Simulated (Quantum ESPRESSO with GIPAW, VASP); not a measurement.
# 29Si in 5 crystals, by two programs

The database entry behind the starting cell lists a temperature of 340 K, so it need not match the best structure at ambient conditions.

Calculated isotropic shieldings of 29Si with PBE on the same structures, by gipaw.x (a patched development version of Quantum ESPRESSO, pslibrary recipes); cores included, no shape term, no spin-orbit coupling.

| crystal and site | σ gipaw.x (ppm) |
| --- | --- |
| Si3N4 (Fd-3m), Si3 | 562.5 |
| SiO2 (P4_2/mnm), Si1 | 507.0 |
| SiO2 (P4_12_12), Si1 | 435.2 |
| SiO2 (P3_121), Si1 | 431.9 |
| Si3N4 (Fd-3m), Si1 | 382.1 |
| SiC (F-43m), Si1 | 353.7 |

**Question.** What does VASP (LCHIMAG, its recommended PAW datasets) give for the same sites?

| crystal and site | σ VASP (ppm) | VASP less gipaw.x (ppm) | VASP dataset |
| --- | --- | --- | --- |
| Si3N4 (Fd-3m), Si3 | 564.4 | +1.9 | Si |
| SiO2 (P4_2/mnm), Si1 | 507.9 | +0.9 | Si |
| SiO2 (P4_12_12), Si1 | 435.7 | +0.4 | Si |
| SiO2 (P3_121), Si1 | 432.5 | +0.5 | Si |
| Si3N4 (Fd-3m), Si1 | 382.3 | +0.2 | Si |
| SiC (F-43m), Si1 | 352.1 | -1.6 | Si |

VASP lies +0.4 ppm from gipaw.x on average, with a scatter of 1.0 ppm r.m.s. over a range of 209 ppm; a straight line through the pairs has slope 1.013. The slope accounts for most of that scatter: about the line it is 0.5 ppm. The farthest from the mean is SiC (F-43m), Si1, by -2.0 ppm.

[Hosts, paths, dates, database ids (printed as entryN), source tags and the programs' standing remarks are cut or masked in the printed files.]
